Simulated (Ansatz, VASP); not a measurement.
# Cross-check of TiGe between VASP and Ansatz

Wanted: the spread between two codes on one cell, functional and k mesh. The cell is invented: As first built, before any earlier steps moved the atoms (in the runner's words): it takes the ZrC structure with all of its atoms replaced by other elements, volume scaled by an estimate. It may not be a known or stable phase. The cell is taken from a series of VASP runs on this material, whose earlier steps may have relaxed, scaled or displaced it; both programs get it as it stands.

Method: plane waves, with VASP 6.6.1 beside it; relaxation of cell and atoms at PBE, in Ansatz 0.2.0.

## Step 1: Set-up

Symmetry: Fm-3m, No. 225, cubic system. The conventional cell has a = 5.188 Å, b = 5.188 Å, c = 5.188 Å, α = 90.00°, β = 90.00°, γ = 90.00°. Nearest to Ge lie 6 Ti at 2.59 Å. Nearest to Ti lie 6 Ge at 2.59 Å. As first built, before any earlier steps moved the atoms (in the runner's words): sites of the ZrC structure (space group 225) filled with other elements, volume scaled by an estimate. Farther neighbours are not listed.

As a file:

```cif
data_structure
_symmetry_space_group_name_H-M 'P 1'
_symmetry_Int_Tables_number 1
_cell_length_a 3.6683
_cell_length_b 3.6683
_cell_length_c 3.6683
_cell_angle_alpha 60.000
_cell_angle_beta 60.000
_cell_angle_gamma 60.000
_cell_volume 34.90
loop_
_atom_site_label
_atom_site_type_symbol
_atom_site_fract_x
_atom_site_fract_y
_atom_site_fract_z
_atom_site_occupancy
Ge1 Ge 0.00000 0.00000 0.00000 1
Ti2 Ti 0.50000 0.50000 0.50000 1
```

## Step 2: VASP: relaxation of cell and atoms, PBE

The relaxed volume is the usual yardstick between codes: its relative difference is about their pressure difference at one cell divided by the bulk modulus.

Lines of VASP's logs that name or quote its potential files are left out, and so is its time.

INCAR reads:

```
SYSTEM = TiGe
PREC = Accurate
ENCUT = 410
EDIFF = 1E-06
NELM = 100
ISMEAR = -1
SIGMA = 0.05
LREAL = .FALSE.
ALGO = Normal
GGA = PE
LORBIT = 11
LWAVE = .FALSE.
LCHARG = .FALSE.
KPAR = 4
IBRION = 2
NSW = 60
ISIF = 3
EDIFFG = -0.01
```

POSCAR reads:

```
TiGe
1.0
    0.0000000000      2.5938850660      2.5938850660
    2.5938850660      0.0000000000      2.5938850660
    2.5938850660      2.5938850660      0.0000000000
Ge Ti
1 1
Direct
    0.0000000000      0.0000000000      0.0000000000
    0.5000000000      0.5000000000      0.5000000000
```

KPOINTS reads:

```
Automatic mesh
0
Gamma
9 9 9
0 0 0
```

Potentials, in the order of the species: Ge_d and Ti_sv (PBE family, release 64).

Launch:

```
$ mpirun -np 4 vasp_std
```

Numbers of over 12 decimals in the logs are rounded to 6 here.

What it wrote:

```text
[banner, memory and clock lines left out]
running    4 mpi-ranks, on    1 nodes
 distrk:  each k-point on    1 cores,    4 groups
 distr:  one band on    1 cores,    1 groups

 POSCAR found type information on POSCAR GeTi
 POSCAR found :  2 types and       2 ions
 LDA part: xc-table for (Slater+PW92), standard interpolation
 POSCAR, INCAR and KPOINTS ok, starting setup
 FFT: planning ... GRIDC
 FFT: planning ... GRID_SOFT
 FFT: planning ... GRID
 WAVECAR not read
 entering main loop
       N       E                     dE             d eps       ncg     rms          rms(c)
DAV:   1     0.176697396621E+03    0.17670E+03   -0.12778E+04  1257   0.311E+03
DAV:   2     0.739094514160E+01   -0.16931E+03   -0.16727E+03  1193   0.488E+02
DAV:   3    -0.145343975878E+02   -0.21925E+02   -0.21618E+02  1977   0.142E+02
DAV:   4    -0.156400733695E+02   -0.11057E+01   -0.10994E+01  1486   0.256E+01
DAV:   5    -0.156760090820E+02   -0.35936E-01   -0.35929E-01  1822   0.382E+00    0.112E+01
DAV:   6    -0.135403402453E+02    0.21357E+01   -0.20321E+01  1398   0.378E+01    0.408E+00
DAV:   7    -0.133057836695E+02    0.23456E+00   -0.28805E+00  1419   0.167E+01    0.222E+00
DAV:   8    -0.133217868246E+02   -0.16003E-01   -0.53659E-01  1290   0.683E+00    0.131E+00
DAV:   9    -0.132927243356E+02    0.29062E-01   -0.16027E-01  1318   0.381E+00    0.201E-01
DAV:  10    -0.132937563558E+02   -0.10320E-02   -0.87079E-03  1608   0.990E-01    0.890E-02
DAV:  11    -0.132935762591E+02    0.18010E-03   -0.15967E-03  1453   0.332E-01    0.565E-02
DAV:  12    -0.132935652864E+02    0.10973E-04   -0.16308E-04  1444   0.115E-01    0.927E-03
DAV:  13    -0.132935645194E+02    0.76705E-06   -0.82344E-06  1158   0.306E-02
   1 F= -.13293565E+02 E0= -.13291180E+02  d E =-.132936E+02
 curvature:   0.00 expect dE= 0.000E+00 dE for cont linesearch  0.000E+00
 trial: gam= 0.00000 g(F)=  0.106E-58 g(S)=  0.271E-05 ort = 0.000E+00 (trialstep = 0.100E+01)
 search vector abs. value=  0.271E-05
 reached required accuracy - stopping structural energy minimisation
```

From OUTCAR (step 2):

```text
ion  position               nearest neighbor table
   1  0.000  0.000  0.000-   2 2.59   2 2.59   2 2.59   2 2.59   2 2.59   2 2.59
   2  0.500  0.500  0.500-   1 2.59   1 2.59   1 2.59   1 2.59   1 2.59   1 2.59

  LATTYP: Found a face centered cubic cell.
 ALAT       =     5.1877701320

 Subroutine GETGRP returns: Found 48 space group operations
 (whereof 48 operations were pure point group operations)

The static configuration has the point symmetry O_h .

 Found     35 irreducible k-points:

   k-points           NKPTS =     35   k-points in BZ     NKDIM =     35   number of bands    NBANDS=     17

   dimension x,y,z NGX =    24 NGY =   24 NGZ =   24
   dimension x,y,z NGXF=    48 NGYF=   48 NGZF=   48

   ENCUT  =  410.0 eV  30.13 Ry    5.49 a.u.   6.06  6.06  6.06*2*pi/ulx,y,z

   NELECT =      26.0000    total number of electrons

 k-points in reciprocal lattice and weights: Automatic mesh
   0.00000000  0.00000000  0.00000000       0.001
   0.11111111  0.00000000  0.00000000       0.011
   0.22222222  0.00000000  0.00000000       0.011
   0.33333333  0.00000000  0.00000000       0.011
   0.44444444  0.00000000  0.00000000       0.011
   0.11111111  0.11111111  0.00000000       0.008
   0.22222222  0.11111111  0.00000000       0.033
   0.33333333  0.11111111  0.00000000       0.033
   0.44444444  0.11111111  0.00000000       0.033
[...]
-0.33333333  0.44444444  0.11111111       0.033
  -0.33333333  0.44444444  0.22222222       0.033

 average (electrostatic) potential at core
       1 -70.8514       2 -73.5367

 E-fermi :   7.6423

 k-point     1 :       0.0000    0.0000    0.0000
  band No.  band energies     occupation
    ...
      6     -16.2444      2.00000
      7     -16.2044      2.00000
      8     -16.2044      2.00000
      9     -16.2044      2.00000
     10      -3.1461      2.00000
     11       7.7482      0.21449
     12       7.7482      0.21449
     13       7.7482      0.21449
     14       8.1760      0.00005
     15       8.1760      0.00005
    ...

 k-point     2 :       0.1111    0.0000    0.0000
  band No.  band energies     occupation
    ...
      9     -16.2030      2.00000
     10      -2.9450      2.00000
     11       7.3015      1.99781
     12       7.5804      1.55068
     13       7.5804      1.55067
     14       8.0002      0.00156
     15       8.0002      0.00156
     16      10.3156      0.00000
     17      11.4600      0.00000

 k-point     3 :       0.2222    0.0000    0.0000
  band No.  band energies     occupation
    ...
      9     -16.1994      2.00000
     10      -2.3618      2.00000
     11       5.9628      2.00000
     12       6.8523      2.00000
     13       6.8523      2.00000
     14       8.2742      0.00001
     15       8.2742      0.00001
     16       9.7491      0.00000
     17      12.5906      0.00000

  Total       -0.0061159     -0.0061159     -0.0061159     -0.0000000      0.0000000     -0.0000000
  in kB       -0.2807294     -0.2807294     -0.2807294     -0.0000000      0.0000000     -0.0000000
  external PRESSURE =      -0.2807294 kB  Pullay stress =       0.0000000 kB

  energy-cutoff  :      410.00
  volume of cell :       34.90
      direct lattice vectors                 reciprocal lattice vectors
     0.000000000  2.593885066  2.593885066    -0.192761047  0.192761047  0.192761047
     2.593885066  0.000000000  2.593885066     0.192761047 -0.192761047  0.192761047
     2.593885066  2.593885066  0.000000000     0.192761047  0.192761047 -0.192761047

 POSITION                                       TOTAL-FORCE (eV/Angst)
 -----------------------------------------------------------------------------------
      0.00000      0.00000      0.00000        -0.000000     -0.000000     -0.000000
      2.59389      2.59389      2.59389         0.000000      0.000000      0.000000
 -----------------------------------------------------------------------------------
    total drift:                                0.000000     -0.000000      0.000000

  FREE ENERGIE OF THE ION-ELECTRON SYSTEM (eV)
  ---------------------------------------------------
  free  energy   TOTEN  =       -13.2935645194 eV

  energy  without entropy=      -13.2887958115  energy(sigma->0) =      -13.29118017

 reached required accuracy - stopping structural energy minimisation

 total charge
# of ion       s       p       d       tot
------------------------------------------
    1        1.163   1.366  10.007  12.536
    2        2.158   6.110   1.964  10.232
--------------------------------------------------
tot          3.321   7.476  11.972  22.768

[... 3 further parts left out ...]
```

The run keeps the 48 symmetry operations of its start, so it cannot find a distortion of lower symmetry.

## Step 3: Ansatz: relaxation of cell and atoms, PBE

Ansatz runs on its default PAW (the set named soft_2) files.

The same cell, functional, mesh and smearing now go to Ansatz, which takes its cutoff from its data sets.

input.yaml reads:

```yaml
crystal:
  lattice:
    - [0.0, 2.593885066, 2.593885066]
    - [2.593885066, 0.0, 2.593885066]
    - [2.593885066, 2.593885066, 0.0]
  atoms:
    - { symbol: Ge, position: [0.0, 0.0, 0.0] }
    - { symbol: Ti, position: [0.5, 0.5, 0.5] }
hamiltonian:
  xc: pbe
  pseudopotentials: { kind: paw }
kpoints:
  mp_grid: { grid: [9, 9, 9] }
scf:
  occupations: { method: fermi_dirac, width: 0.05 }
relax:
  f_tol: 0.01
  max_steps: 60
  cell: { stress_tol: 0.05 }
output:
  forces: true
  stress: true
  write_density: true
  write_potential: true
  elf: true
  volumetric_format: npy
```

Launch:

```
$ ansatz run input.yaml --threads 4 --pin off --max-ram 9216MiB --backend cpu --events-out ev --progress --plain --runs-dir out
```

What it wrote:

```text
Engine: ansatz 0.2.0, aarch64-unknown-linux-gnu
Pseudopotentials: kind: paw
Pseudopotential: Ge, paw, valence charge 14, recommended cutoff 420 eV (normal), Ge.paw.azcp
Pseudopotential: Ti, paw, valence charge 12, recommended cutoff 420 eV (normal), Ti.paw.azcp
Functional definition: PBE
  parameter kappa = 0.804
  parameter beta = 0.066725
  exchange = pbe_x(kappa = kappa, mu = beta*pi^2/3)
  correlation = pbe_c(beta = beta)
Crystal: 2 atoms, lattice volume = 34.905 Å³
Basis set: ecut = 420 eV, 701 PW (Γ), exchange–correlation on 50×50×50 points (8 copies of the dense FFT grid, shifted against one another)
Bands: 17, of which v1, the nominal top of the filled ones, is band 13 counted from 1 (12 counted from 0)
Symmetry: 48 space group operations
Space group: Fm-3m (ITA 225), of the structure as read, at distance tolerance 3.3e-5 Å
k-points: 35 of 729
Non-local potential: Ge, projectors of the file, l = 0: 2, l = 1: 2, l = 2: 3, l = 3: 1
Non-local potential: Ti, projectors of the file, l = 0: 3, l = 1: 2, l = 2: 3, l = 3: 1
PAW form: soft (Blöchl's): semilocal exchange-correlation on the pseudo side does not see the compensation charge
PAW one-centre angular grid: Ge, 590 points (default); XC on 64 Gauss nodes
PAW one-centre angular grid: Ti, 590 points (default); XC on 64 Gauss nodes
Initial density: superposition of atomic densities (neutral atoms: chi_scale 0, normalization atom), corrected by the library's trained network
Initial wavefunctions: pseudopotential atomic-orbital guess
Functional: x = pbe(κ = 0.804, μ = 0.219515), c = pbe(β = 0.066725)
SCF iter   1: F=—  HF=-6795.603486 eV  |F-HF|=—  |Δ(HF+E_count)|=         —  Δρ=5.76e-3  dr2=1.17e-2  ethr=1.77e-3  ⟨swp⟩=4.5  Hψ=2478  notcnv=0
preconditioner: auto → Kerker (q_TF=auto, 2.598 Å⁻¹)  [metal: Δε(μ)=0.135 eV  Ē_g=16.932 eV  σ=0.050 eV  W_gap=0.49  n_scr=14 (ndim 8)  ℏωp=26.7 eV  f_vac=0.000  D(μ)=0.56/eV (n_scr^D=0)]
SCF iter   2: F=—  HF=-6795.602257 eV  |F-HF|=—  |Δ(HF+E_count)|=   1.23e-3  Δρ=3.34e-3  dr2=3.81e-3  ethr=4.52e-5  ⟨swp⟩=1.1  Hψ=878  notcnv=0
SCF iter   3: F=—  HF=-6795.601924 eV  |F-HF|=—  |Δ(HF+E_count)|=   3.33e-4  Δρ=7.74e-4  dr2=2.09e-4  ethr=1.47e-5  ⟨swp⟩=2.9  Hψ=919  notcnv=0
SCF iter   4: F=—  HF=-6795.601800 eV  |F-HF|=—  |Δ(HF+E_count)|=   1.24e-4  Δρ=2.51e-4  dr2=2.30e-5  ethr=8.02e-7  ⟨swp⟩=2.0  Hψ=898  notcnv=0
SCF iter   5: F=—  HF=-6795.601805 eV  |F-HF|=—  |Δ(HF+E_count)|=   5.01e-6  Δρ=6.10e-5  dr2=1.01e-6  ethr=8.83e-8  ⟨swp⟩=3.0  Hψ=1024  notcnv=0
SCF iter   6: F=-6795.601805 eV  HF=-6795.601805 eV  |F-HF|=2.47e-8  |Δ(HF+E_count)|=   5.11e-8  Δρ=1.37e-5  dr2=5.16e-8  ethr=3.85e-10  ⟨swp⟩=7.3  Hψ=3324  notcnv=0
SCF 1 converged in 6 iterations: F = -6795.601805 eV  dr2 = 5.16e-8
  greatest PAW one-centre occupation: 0.999 electrons in one spin orbital (limit 2), on the Ti atom at site 1 (counted from 0), in its partial waves of l = 0
relax step   1: F+E_penalty+E_count = -6795.60180504 eV  Δ(F+E_penalty+E_count) = +0.000e0 eV  max|allowed force component| = 3.579e-29 eV/Å  Δτ_max = 0.0000 Å  P = +0.335 GPa  Ω = 34.905 Å³  (6 SCF iters, dr2 threshold 1.00e-7 eV, accepted)
[...]
relax step   2: F+E_penalty+E_count = -6795.60189275 eV  Δ(F+E_penalty+E_count) = -8.772e-5 eV  max|allowed force component| = 1.775e-29 eV/Å  Δτ_max = 0.0000 Å  P = -0.056 GPa  Ω = 35.029 Å³  energy of the carried Pulay correction = -2.011e-5 eV  (6 SCF iters, dr2 threshold 2.00e-7 eV, accepted)
[...]
relax step   3: F+E_penalty+E_count = -6795.60189880 eV  Δ(F+E_penalty+E_count) = -6.051e-6 eV  max|allowed force component| = 3.003e-29 eV/Å  Δτ_max = 0.0000 Å  P = -0.000 GPa  Ω = 35.011 Å³  energy of the carried Pulay correction = -1.722e-5 eV  (6 SCF iters, accepted)
[...]
relax step   4: F+E_penalty+E_count = -6795.60191395 eV  Δ(F+E_penalty+E_count) = -1.514e-5 eV  max|allowed force component| = 2.462e-29 eV/Å  Δτ_max = 0.0000 Å  P = -0.000 GPa  Ω = 35.011 Å³  stress off target by 3.23e-4 GPa  SCF on the basis re-selected at this cell (its energy is not comparable with the rows above)  (8 SCF iters)
basis re-selected at this cell: Δ(F+E_penalty+E_count) = -1.514e-5 eV, ΔP = -0.000 GPa vs the last step (what re-selecting the basis moved, of the pressure what is left beyond the Pulay correction that the steps carried, after the strain that the cell walked since its last selection, with what the two solves' SCF thresholds leave and, on support functions, any second-order correction that the steps lacked; it is no m [...]
SCF converged after 8 iterations
Free energy (F): -6795.601914 eV
Harris-Foulkes:  -6795.601914 eV  (|F-HF|=1.82e-12)
Internal energy: -6795.597136 eV  (E = F + TS)
E sigma→0 (E₀):  -6795.599525 eV
Entropy (-TS):   -0.004778 eV (-2.389 meV/atom)
Fermi energy:    12.398592 eV
--- Per-component energies (eV) ---
  E_band       = -260.547216
  E_kinetic    = 384.926728
  E_local      = -2993.170543  (includes V_loc(G=0)·N_el)
  E_nonlocal   = 426.600202
  E_hartree    = 1295.995938
  E_xc         = -174.152296
  E_vxc        = -188.053213  (∫ρ·V_xc dr)
  E_paw        = -3066.903632  (= ΣΔE_a)
  E_vpaw       = -482.842618  (= ΣTr[D̂ρ^β])
  E_aug_tail   = 0.000352  (compensation charges beyond the density's cutoff)
  E_ewald      = -2668.893885
  E_smearing   = -0.004778  (= −TS)
  E_closure    = 0.000000  (closes the sum)
  Σ components = -6795.601914   (vs F -6795.601914, Δ=0.00e0)
--- Forces (eV/Å), atoms counted from 1 ---
  atom   1  Ge    -0.00000000     0.00000000    -0.00000000
  atom   2  Ti     0.00000000    -0.00000000    -0.00000000
  max |Σ_I F_I| component: 4.75e-29 eV/Å
--- Stress (GPa, compression-positive) ---
       -0.000323       0.000000      -0.000000
       -0.000000      -0.000323       0.000000
       -0.000000      -0.000000      -0.000323
  P = ⅓ Tr σ = -0.0003 GPa (-0.003 kbar)
--- Band table (eV; the first three rows and the last of 35) ---
  k-point 0: bands = [... 9 lower, 1.6128, 12.5070, 12.5070, 12.5070, 12.9246, 12.9246, 15.6074, 15.6074]
  k-point 1: bands = [... 9 lower, 1.8141, 12.0600, 12.3351, 12.3351, 12.7540, 12.7540, 15.0591, 16.2013]
  k-point 2: bands = [... 9 lower, 2.3975, 10.7197, 11.6064, 11.6064, 13.0302, 13.0302, 14.4957, 17.3280]
  k-point 34: bands = [... 9 lower, 4.5711, 9.1565, 9.6981, 10.5372, 13.8201, 14.0114, 14.3790, 14.6801]
--- Relaxed structure (3 steps of the walk, 3 accepted, 1 SCFs on fresh bases) ---
  F+E_penalty+E_count = -6795.60191395 eV   max|allowed force component| = 2.462e-29 eV/Å   (the final SCF, on the basis selected at the relaxed cell)
  cell:  # Å, volume = 35.0111 Å³
    - [0, 2.596522, 2.596522]
    - [2.596522, 0, 2.596522]
    - [2.596522, 2.596522, 0]
  atoms:
    - { symbol: Ge, position: [0, 0, 0] }
    - { symbol: Ti, position: [0.5, 0.5, 0.5] }
```

Elapsed: 2.4 s, on 4 threads of Arm Neoverse V1, shared host; peak memory 0.34 GiB; 7.3 s of CPU time.

## Step 4: Side by side

Known differences besides the potentials themselves: both relaxations stop at a tolerance, which leaves soft axes loose, and VASP keeps its plane-wave basis; the cutoff is 420 eV in Ansatz and 410 eV in VASP; VASP leaves aspherical gradient terms in its spheres out (LASPH is not set), Ansatz keeps them; Ansatz adds a Pulay correction to the stress that steers its cell, VASP none. Total energies have different zeros and are not compared.

The two programs side by side:

| quantity | Ansatz | VASP | difference |
| --- | --- | --- | --- |
| volume (Å³) | 35.01 | 34.90 | +0.31 % |
| edge a after relaxation, in the typed setting (Å) | 3.672 | 3.668 | +0.10 % |

The walks stopped with 0.00 GPa left in Ansatz and -0.03 GPa in VASP; each walk ends within a tolerance, so the volume difference is uncertain by about these residues over the bulk modulus, most in soft cells.

## Step 5: What came out

* difference in volume (relaxation of cell and atoms, PBE): 0.31 %

What this shows: The difference in volume is 0.31 % (relaxation of cell and atoms, PBE), within the 1.2 % picked in this series as the mark of a large difference, as far as the stopping tolerances let one tell. Such differences can come from data sets, numerical settings and the points named under the comparisons, not from the functional's error against experiment.

[Lines on the potential files, build, host, timing and source positions are cut from VASP's logs without a mark.]

[Logs are printed without paths, hosts, clocks, repeated set-up lines and the standing remarks that a program may print on its own settings, such as how far it seeks lower states.]

[Hosts, paths, dates, database ids (printed as entryN), source tags and the programs' standing remarks are cut or masked in the printed files.]
